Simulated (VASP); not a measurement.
Si, 2 atoms in the cell. It takes space group Fd-3m (No. 227, cubic). Conventional cell: a = 5.468 Å, b = 5.468 Å, c = 5.468 Å, α = 90.00°, β = 90.00°, γ = 90.00°. Si (site symmetry -43m) is surrounded by 4 Si at 2.37 Å. 

- Program: VASP 6.6.1
- Task: Born charges and dielectric tensor
- Functional: PBE
- Potentials or basis: VASP PAW PBE potentials, release 64 (Si)
- Cutoff: 520 eV
- k mesh: 10 × 10 × 10
- Occupations: gaussian, width 0.02 eV
- Spin: no spin polarisation
- Further INCAR settings: ALGO = Normal; EDIFF = 1e-08; IBRION = 8; NSW = 1

Potentials or basis: VASP PAW PBE potentials, release 64 (Si).

Command:

```sh
$ cat potpaw_PBE.64/Si/POTCAR > POTCAR
$ mpirun -np 1 vasp_std > vasp.out
```

Hardware: 1 thread of Intel(R) Xeon(R) Platinum 8488C (Sapphire Rapids), on a shared host.

Estimate the wall time of this run.

Wall time 4.3 min on 1 thread of Intel(R) Xeon(R) Platinum 8488C (Sapphire Rapids), on a shared host, peak memory 0.26 GiB. Counts: scf iterations 119, k points 47.
